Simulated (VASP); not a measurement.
# Mg3CdSe2O2 (P-4m2) in VASP: notebook

One crystal, Mg3CdSe2O2, is run at these levels: PBE; tasks: equation of state.

Program: VASP 6.6.1. These are calculated values, not measurements. Logs are shortened: lines on timing, memory, paths and dates and some standing lists are left out, and cuts for length are marked.

### 1 The crystal as given

The structure is tetragonal, space group P-4m2 (No. 115). The conventional cell has a = 3.889 Å, b = 3.889 Å, c = 9.810 Å, α = 90.00°, β = 90.00°, γ = 90.00°. Mg (site symmetry -4m2) has 4 O at 2.04 Å as nearest neighbours. Mg (site symmetry 2mm) is surrounded by 2 O at 2.14 Å. Cd (site symmetry -4m2) has 4 Se at 2.63 Å as nearest neighbours. Se (site symmetry 2mm) is surrounded by 2 Mg at 2.54 Å and 2 Cd at 2.63 Å. O (site symmetry 2mm) is surrounded by 4 Mg at 2.04 to 2.14 Å.

The cell was built by a generator and needn't be a form met in nature.

### 2 Equation of state, PBE, 18.54 Å³/atom

The input, INCAR:

```
  PREC = Accurate
  ENCUT = 520
  EDIFF = 1E-6
  ISMEAR = 0
  SIGMA = 0.03
  LREAL = False
  LASPH = True
  NELM = 100
  ALGO = Normal
  ISIF = 4
  LWAVE = False
  LCHARG = False
  GGA = PE
  IBRION = 2
  NSW = 30
  EDIFFG = -0.02
  KPAR = 2
```

The input, KPOINTS:

```
Automatic mesh
0
Gamma
  6 6 4
```

The input, POSCAR:

```
Mg3CdSe2O2
1.0
    3.8888500000      0.0000000000      0.0000000000
    0.0000000000      3.8888500000      0.0000000000
    0.0000000000      0.0000000000      9.8099500000
Mg Cd Se O
3 1 2 2
Direct
    0.0000000000      0.0000000000      0.5000000000
    0.5000000000      0.5000000000      0.3480200000
    0.5000000000      0.5000000000      0.6519800000
    0.0000000000      0.0000000000      0.0000000000
    0.5000000000      0.0000000000      0.1806570000
    0.0000000000      0.5000000000      0.8193430000
    0.5000000000      0.0000000000      0.5618630000
    0.0000000000      0.5000000000      0.4381370000
```

Potentials or basis: VASP PAW PBE potentials, release 64 (Mg, Cd, Se, O).

Launch:

```console
> cat potpaw_PBE.64/Mg/POTCAR potpaw_PBE.64/Cd/POTCAR potpaw_PBE.64/Se/POTCAR potpaw_PBE.64/O/POTCAR > POTCAR
> mpirun -np 2 vasp_std > vasp.out
```

OUTCAR:

```text
PREC = Accurate
   ENCUT = 520
   EDIFF = 1E-6
   ISMEAR = 0
   LREAL = False
   LASPH = True
   NELM = 100
   ISIF = 4
   GGA = PE
   IBRION = 2
   NSW = 30
   EDIFFG = -0.02

 ion  position               nearest neighbor table
   1  0.000  0.000  0.500-   7 2.04   8 2.04   8 2.04   7 2.04   2 3.13   3 3.13   2 3.13   2 3.13
                             3 3.13   3 3.13   2 3.13   3 3.13
   2  0.500  0.500  0.348-   8 2.14   8 2.14   5 2.54   5 2.54   3 2.98   1 3.13   1 3.13   1 3.13
                             1 3.13
   3  0.500  0.500  0.652-   7 2.14   7 2.14   6 2.54   6 2.54   2 2.98   1 3.13   1 3.13   1 3.13
                             1 3.13
   4  0.000  0.000  0.000-   5 2.63   6 2.63   6 2.63   5 2.63
   5  0.500  0.000  0.181-   2 2.54   2 2.54   4 2.63   4 2.63
   6  0.000  0.500  0.819-   3 2.54   3 2.54   4 2.63   4 2.63
   7  0.500  0.000  0.562-   1 2.04   1 2.04   3 2.14   3 2.14
   8  0.000  0.500  0.438-   1 2.04   1 2.04   2 2.14   2 2.14

  LATTYP: Found a simple tetragonal cell.
 ALAT       =     3.8888500000
 C/A-ratio  =     2.5225837973

  Lattice vectors:

 A1 = (   3.8888500000,   0.0000000000,   0.0000000000)
 A2 = (   0.0000000000,   3.8888500000,   0.0000000000)
 A3 = (   0.0000000000,   0.0000000000,   9.8099500000)

Analysis of symmetry for initial positions (statically):
=====================================================================
 Subroutine PRICEL returns:
 Original cell was already a primitive cell.

 Routine SETGRP: Setting up the symmetry group for a
 simple tetragonal supercell.

 Subroutine GETGRP returns: Found  8 space group operations
 (whereof  8 operations were pure point group operations)
 out of a pool of 16 trial point group operations.

The static configuration has the point symmetry D_2d.

Analysis of symmetry for dynamics (positions and initial velocities):
=====================================================================
 Subroutine PRICEL returns:
 Original cell was already a primitive cell.

 Routine SETGRP: Setting up the symmetry group for a
 simple tetragonal supercell.

 Subroutine GETGRP returns: Found  8 space group operations
 (whereof  8 operations were pure point group operations)
 out of a pool of 16 trial point group operations.

The dynamic configuration has the point symmetry D_2d.

 Subroutine INISYM returns: Found  8 space group operations
 (whereof  8 operations are pure point group operations),
 and found     1 'primitive' translations

----------------------------------------------------------------------------------------

                                     Primitive cell

  volume of cell :     148.3574

  direct lattice vectors                    reciprocal lattice vectors
     3.888850000  0.000000000  0.000000000     0.257145429  0.000000000  0.000000000
     0.000000000  3.888850000  0.000000000     0.000000000  0.257145429  0.000000000
     0.000000000  0.000000000  9.809950000     0.000000000  0.000000000  0.101937319

  length of vectors
     3.888850000  3.888850000  9.809950000     0.257145429  0.257145429  0.101937319

  position of ions in fractional coordinates (direct lattice)
     0.000000000  0.000000000  0.500000000
     0.500000000  0.500000000  0.348020000
     0.500000000  0.500000000  0.651980000
     0.000000000  0.000000000  0.000000000
     0.500000000  0.000000000  0.180657000
     0.000000000  0.500000000  0.819343000
     0.500000000  0.000000000  0.561863000
     0.000000000  0.500000000  0.438137000

  ion indices of the primitive-cell ions
   primitive index   ion index
                 1           1
                 2           2
                 3           3
                 4           4
                 5           5
                 6           6
                 7           7
                 8           8

----------------------------------------------------------------------------------------

 KPOINTS: Automatic mesh

Automatic generation of k-mesh.
 Grid dimensions read from file:
 generate k-points for:    6    6    4

 Generating k-lattice:

  Cartesian coordinates                     Fractional coordinates (reciprocal lattice)
     0.042857571  0.000000000  0.000000000     0.166666667  0.000000000  0.000000000
     0.000000000  0.042857571  0.000000000     0.000000000  0.166666667  0.000000000
     0.000000000  0.000000000  0.025484330     0.000000000  0.000000000  0.250000000

  Length of vectors
     0.042857571  0.042857571  0.025484330

  Shift w.r.t. Gamma in fractional coordinates (k-lattice)
     0.000000000  0.000000000  0.000000000

 Subroutine IBZKPT returns following result:
 ===========================================

 Found     30 irreducible k-points:

 Following reciprocal coordinates:
            Coordinates               Weight
  0.000000  0.000000  0.000000      1.000000
  0.166667  0.000000  0.000000      4.000000
  0.333333  0.000000  0.000000      4.000000
  0.500000  0.000000  0.000000      2.000000
  0.166667  0.166667  0.000000      4.000000
  0.333333  0.166667  0.000000      8.000000
[... 16 lines left out ...]
  0.333333  0.000000  0.500000      4.000000
  0.500000  0.000000  0.500000      2.000000
 [... further k-points ...]
   k-points           NKPTS =     30   k-points in BZ     NKDIM =     30   number of bands    NBANDS=     26
   number of dos      NEDOS =    301   number of ions     NIONS =      8
   total plane-waves  NPLWV =  72000
   dimension x,y,z NGX =    30 NGY =   30 NGZ =   80
   dimension x,y,z NGXF=    60 NGYF=   60 NGZF=  160
   ions per type =               3   1   2   2
   NGX,Y,Z   is equivalent  to a cutoff of  12.82, 12.82, 13.56 a.u.
   NGXF,Y,Z  is equivalent  to a cutoff of  25.65, 25.65, 27.11 a.u.
 SYSTEM =  unknown system
   PREC   = accura    normal or accurate (medium, high low for compatibility)
   ISTART =      0    job   : 0-new  1-cont  2-samecut
   ICHARG =      2    charge: 1-file 2-atom 10-const
   ISPIN  =      1    spin polarized calculation?
   LNONCOLLINEAR =      F non collinear calculations
   LSORBIT =      F    spin-orbit coupling
   LASPH  =      T    aspherical Exc in radial PAW
   ENCUT  =  520.0 eV  38.22 Ry    6.18 a.u.   7.23  7.23 18.24*2*pi/ulx,y,z
   NELM   =    100;   NELMIN=  2; NELMDL= -5     # of ELM steps
   EDIFF  = 0.1E-05   stopping-criterion for ELM
   LREAL  =      F    real-space projection
   EDIFFG = -.2E-01   stopping-criterion for IOM
   NSW    =     30    number of steps for IOM
   IBRION =      2    ionic relax: 0-MD 1-quasi-New 2-CG
   NFREE  =      1    steps in history (QN), initial steepest desc. (CG)
   ISIF   =      4    stress and relaxation
   ISYM   =      2    0-nonsym 1-usesym 2-fastsym
   POTIM  = 0.5000    time-step for ionic-motion
   TEBEG  =    0.0;   TEEND  =   0.0 temperature during run
   PSTRESS=    0.0 pullay stress
   NELECT =      42.0000    total number of electrons
   NUPDOWN=      -1.0000    fix difference up-down
   EMIN   =  10.00;   EMAX   =-10.00  energy-range for DOS
   EFERMI =   0.00;   METHOD = LEGACY
   ISMEAR =     0;   SIGMA  =   0.03  broadening in eV -4-tet -1-fermi 0-gaus
   EFERMI_NEDOS =   21; number of points for ismear=-14 and -15
   IALGO  =     38    algorithm
   IMIX   =      4    mixing-type and parameters
     AMIX     =   0.40;   BMIX     =  1.00
     AMIX_MAG =   1.60;   BMIX_MAG =  1.00
  volume/ion in A,a.u.               =      18.54       125.15
  Fermi-wavevector in a.u.,A,eV,Ry     =   1.074950  2.031361 15.721766  1.155517
  Thomas-Fermi vector in A             =   2.210793
   LORBIT       =      0    0 simple, 1 ext, 2 COOP (PROOUT), +10 PAW based schemes
   GGA     = PE    functional components
   LHFCALC =     F    Hartree Fock is set to
   AEXX    =    0.0000 exact exchange contribution
   IVDW    =     0    specifies the selected vdW correction
   LEPSILON=     F    determine dielectric tensor
   LRPA    =     F    only Hartree local field effects (RPA)
 conjugate gradient relaxation of ions
 non-spin polarized calculation
 Gauss-broadening in eV      SIGMA  =   0.03
  energy-cutoff  :      520.00
  volume of cell :      148.36
 maximum number of plane-waves:      4034
 NGX is ok and might be reduce to    30
   NGX = 15   NGY = 15   NGZ = 37

 number of electron      42.0000010 magnetization

 Free energy of the ion-electron system (eV)
  ---------------------------------------------------
  ext. energy  EPLUGINS =         0.00000000
  ---------------------------------------------------
  free energy    TOTEN  =       -35.26833133 eV

  energy without entropy =      -35.26833133  energy(sigma->0) =      -35.26833133

 E-fermi :   2.2299     XC(G=0):  -9.2344

 val. band max:        2.0691568931   @ k =   0.3333   0.0000   0.5000
 cond. band min:       3.1601789597   @ k =   0.0000   0.0000   0.0000
 fundamental gap:      1.0910220666
 Fermi energy:         2.2299361286

 k-point     1 :       0.0000    0.0000    0.0000
  band No.  band energies     occupation
      1     -15.6596      2.00000
      2     -14.8626      2.00000
      3     -10.2562      2.00000
      4     -10.0328      2.00000
      5      -5.7481      2.00000
      6      -5.7060      2.00000
[... 18 lines left out ...]
     25       7.2215      0.00000
     26       7.6437      0.00000

 k-point     2 :       0.1667    0.0000    0.0000
  band No.  band energies     occupation
      1     -15.5916      2.00000
      2     -14.8979      2.00000
      3     -10.1746      2.00000
      4      -9.9819      2.00000
      5      -5.7531      2.00000
      6      -5.7004      2.00000
[... 18 lines left out ...]
     25       7.2817      0.00000
[... 608 lines left out ...]
     25       7.5996      0.00000
     26       8.1518      0.00000

 k-point    24 :       0.5000    0.0000    0.5000
  band No.  band energies     occupation
      1     -15.2015      2.00000
      2     -15.1895      2.00000
      3      -9.8866      2.00000
      4      -9.8450      2.00000
      5      -5.7294      2.00000
      6      -5.6833      2.00000
[... 18 lines left out ...]
     25       7.4022      0.00000
     26       8.3426      0.00000

 [... further k-points ...]

------------------------ aborting loop because EDIFF is reached ----------------------------------------

  FORCE on cell =-STRESS in cart. coord.  units (eV):
  Direction    XX          YY          ZZ          XY          YZ          ZX
  --------------------------------------------------------------------------------------
  -------------------------------------------------------------------------------------
  Total       -0.0116022     -0.0116022      0.0330997      0.0000000      0.0000000      0.0000000
  in kB       -0.1252973     -0.1252973      0.3574585      0.0000000      0.0000000      0.0000000
  external PRESSURE =       0.0356213 kB  Pullay stress =       0.0000000 kB

 VOLUME and BASIS-vectors are now :
 -----------------------------------------------------------------------------
  energy-cutoff  :      520.00
  volume of cell :      148.36
      direct lattice vectors                 reciprocal lattice vectors
     3.888850000  0.000000000  0.000000000     0.257145429  0.000000000  0.000000000
     0.000000000  3.888850000  0.000000000     0.000000000  0.257145429  0.000000000
     0.000000000  0.000000000  9.809950000     0.000000000  0.000000000  0.101937319

 POSITION                                       TOTAL-FORCE (eV/Angst)
 -----------------------------------------------------------------------------------
      0.00000      0.00000      4.90498        -0.000000     -0.000000      0.000000
      1.94443      1.94443      3.41406        -0.000000      0.000000     -0.001317
      1.94443      1.94443      6.39589        -0.000000     -0.000000      0.001317
      0.00000      0.00000      0.00000        -0.000000     -0.000000      0.000000
      1.94443      0.00000      1.77224         0.000000      0.000000     -0.001150
      0.00000      1.94443      8.03771        -0.000000     -0.000000      0.001150
      1.94443      0.00000      5.51185         0.000000     -0.000000     -0.001523
      0.00000      1.94443      4.29810         0.000000     -0.000000      0.001523
 -----------------------------------------------------------------------------------
    total drift:                                0.000000     -0.000000      0.000000

  FREE ENERGIE OF THE ION-ELECTRON SYSTEM (eV)
  ---------------------------------------------------
  free  energy   TOTEN  =       -35.2683313322 eV

  energy  without entropy=      -35.2683313322  energy(sigma->0) =      -35.26833133

 reached required accuracy - stopping structural energy minimisation
```

It took 61 s on 2 MPI ranks of Intel Xeon Platinum 8259CL at 2.50GHz (Skylake/Cascade Lake), shared host; peak memory 0.33 GiB.

What came out:

```yaml
Free_energy: -35.2683 eV
Pressure: 0.0 GPa
Band_gap_on_the_k_mesh: 1.09 eV, indirect (least direct gap 1.17 eV)
```

### 3 Equation of state, PBE, 17.99 Å³/atom (volume scaled by 0.97)

INCAR is that of step 2.

KPOINTS is that of step 2.

POSCAR, as its differences from that of step 2:

```diff
@@ -2,5 +2,5 @@
 1.0
-    3.8888500000      0.0000000000      0.0000000000
-    0.0000000000      3.8888500000      0.0000000000
-    0.0000000000      0.0000000000      9.8099500000
+    3.8495660010      0.0000000000      0.0000000000
+    0.0000000000      3.8495660010      0.0000000000
+    0.0000000000      0.0000000000      9.7108528207
 Mg Cd Se O
```

Potentials or basis: VASP PAW PBE potentials, release 64 (Mg, Cd, Se, O).

Launch:

```console
> cat potpaw_PBE.64/Mg/POTCAR potpaw_PBE.64/Cd/POTCAR potpaw_PBE.64/Se/POTCAR potpaw_PBE.64/O/POTCAR > POTCAR
> mpirun -np 2 vasp_std > vasp.out
```

Wall time 76 s (2 MPI ranks of Intel Xeon Platinum 8259CL at 2.50GHz (Skylake/Cascade Lake), shared host); peak memory 0.32 GiB.

It converged, with:

```
Free energy            : -35.2352 eV
Pressure               : 2.3 GPa
Largest force          : 0.018 eV/Å
Band gap on the k mesh : 1.21 eV, indirect (least direct gap 1.28 eV)
```

### 4 Equation of state, PBE, 19.10 Å³/atom (volume scaled by 1.03)

INCAR is that of step 3.

KPOINTS is that of step 3.

POSCAR, as its differences from that of step 3:

```diff
@@ -2,5 +2,5 @@
 1.0
-    3.8495660010      0.0000000000      0.0000000000
-    0.0000000000      3.8495660010      0.0000000000
-    0.0000000000      0.0000000000      9.7108528207
+    3.9273559696      0.0000000000      0.0000000000
+    0.0000000000      3.9273559696      0.0000000000
+    0.0000000000      0.0000000000      9.9070845349
 Mg Cd Se O
```

Launch:

```console
> cat potpaw_PBE.64/Mg/POTCAR potpaw_PBE.64/Cd/POTCAR potpaw_PBE.64/Se/POTCAR potpaw_PBE.64/O/POTCAR > POTCAR
> mpirun -np 2 vasp_std > vasp.out
```

Run time: 85 s. Hardware: 2 MPI ranks of Intel Xeon Platinum 8259CL at 2.50GHz (Skylake/Cascade Lake), shared host; peak memory 0.34 GiB.

Results (log left out):

```yaml
Free_energy: -35.2413 eV
Pressure: -2.0 GPa
Largest_force: 0.018 eV/Å
Band_gap_on_the_k_mesh: 0.98 eV, indirect (least direct gap 1.06 eV)
```

### 5 Equation of state, PBE, 17.43 Å³/atom (volume scaled by 0.94)

INCAR is that of step 4.

KPOINTS is that of step 4.

POSCAR, as its differences from that of step 4:

```diff
@@ -2,5 +2,5 @@
 1.0
-    3.9273559696      0.0000000000      0.0000000000
-    0.0000000000      3.9273559696      0.0000000000
-    0.0000000000      0.0000000000      9.9070845349
+    3.8094634389      0.0000000000      0.0000000000
+    0.0000000000      3.8094634389      0.0000000000
+    0.0000000000      0.0000000000      9.6096907472
 Mg Cd Se O
```

Launch:

```console
> cat potpaw_PBE.64/Mg/POTCAR potpaw_PBE.64/Cd/POTCAR potpaw_PBE.64/Se/POTCAR potpaw_PBE.64/O/POTCAR > POTCAR
> mpirun -np 2 vasp_std > vasp.out
```

Run time: 2.6 min. Hardware: 2 MPI ranks of Intel Xeon Platinum 8259CL at 2.50GHz (Skylake/Cascade Lake), shared host; peak memory 0.31 GiB.

Results (log left out):

| Quantity | Value |
| --- | --- |
| Free energy | -35.1332 eV |
| Pressure | 5.0 GPa |
| Largest force | 0.019 eV/Å |
| Band gap on the k mesh | 1.36 eV, indirect (least direct gap 1.44 eV) |

### 6 Equation of state, PBE, 19.66 Å³/atom (volume scaled by 1.06)

INCAR is that of step 5.

KPOINTS is that of step 5.

POSCAR, as its differences from that of step 5:

```diff
@@ -2,5 +2,5 @@
 1.0
-    3.8094634389      0.0000000000      0.0000000000
-    0.0000000000      3.8094634389      0.0000000000
-    0.0000000000      0.0000000000      9.6096907472
+    3.9651213245      0.0000000000      0.0000000000
+    0.0000000000      3.9651213245      0.0000000000
+    0.0000000000      0.0000000000     10.0023508073
 Mg Cd Se O
```

Potentials or basis: VASP PAW PBE potentials, release 64 (Mg, Cd, Se, O).

Launch:

```console
> cat potpaw_PBE.64/Mg/POTCAR potpaw_PBE.64/Cd/POTCAR potpaw_PBE.64/Se/POTCAR potpaw_PBE.64/O/POTCAR > POTCAR
> mpirun -np 2 vasp_std > vasp.out
```

Wall time 3.7 min (2 MPI ranks of Intel Xeon Platinum 8259CL at 2.50GHz (Skylake/Cascade Lake), shared host); peak memory 0.35 GiB.

It converged, with:

| Property | Result |
| --- | --- |
| Free energy | -35.1642 eV |
| Pressure | -3.7 GPa |
| Largest force | 0.005 eV/Å |
| Band gap on the k mesh | 0.85 eV, indirect (least direct gap 0.93 eV) |

### 7 Equation of state, PBE, 16.88 Å³/atom (volume scaled by 0.91)

INCAR is that of step 6.

KPOINTS is that of step 6.

POSCAR, as its differences from that of step 6:

```diff
@@ -2,5 +2,5 @@
 1.0
-    3.9651213245      0.0000000000      0.0000000000
-    0.0000000000      3.9651213245      0.0000000000
-    0.0000000000      0.0000000000     10.0023508073
+    3.7684982915      0.0000000000      0.0000000000
+    0.0000000000      3.7684982915      0.0000000000
+    0.0000000000      0.0000000000      9.5063527302
 Mg Cd Se O
```

Launch:

```console
> cat potpaw_PBE.64/Mg/POTCAR potpaw_PBE.64/Cd/POTCAR potpaw_PBE.64/Se/POTCAR potpaw_PBE.64/O/POTCAR > POTCAR
> mpirun -np 2 vasp_std > vasp.out
```

Run time: 2.9 min. Hardware: 2 MPI ranks of Intel Xeon Platinum 8259CL at 2.50GHz (Skylake/Cascade Lake), shared host; peak memory 0.3 GiB.

It converged, with:

```
Free energy            : -34.9496 eV
Pressure               : 8.2 GPa
Largest force          : 0.014 eV/Å
Band gap on the k mesh : 1.52 eV, indirect (least direct gap 1.60 eV)
```

### 8 Equation of state, PBE, 20.21 Å³/atom (volume scaled by 1.09)

INCAR is that of step 7.

KPOINTS is that of step 7.

POSCAR, as its differences from that of step 7:

```diff
@@ -2,5 +2,5 @@
 1.0
-    3.7684982915      0.0000000000      0.0000000000
-    0.0000000000      3.7684982915      0.0000000000
-    0.0000000000      0.0000000000      9.5063527302
+    4.0021806811      0.0000000000      0.0000000000
+    0.0000000000      4.0021806811      0.0000000000
+    0.0000000000      0.0000000000     10.0958361399
 Mg Cd Se O
```

Launch:

```console
> cat potpaw_PBE.64/Mg/POTCAR potpaw_PBE.64/Cd/POTCAR potpaw_PBE.64/Se/POTCAR potpaw_PBE.64/O/POTCAR > POTCAR
> mpirun -np 2 vasp_std > vasp.out
```

Run time: 4 min. Hardware: 2 MPI ranks of Intel Xeon Platinum 8259CL at 2.50GHz (Skylake/Cascade Lake), shared host; peak memory 0.35 GiB.

Results (log left out):

| Property | Result |
| --- | --- |
| Free energy | -35.0432 eV |
| Pressure | -5.1 GPa |
| Largest force | 0.016 eV/Å |
| Band gap on the k mesh | 0.75 eV, indirect (least direct gap 0.82 eV) |
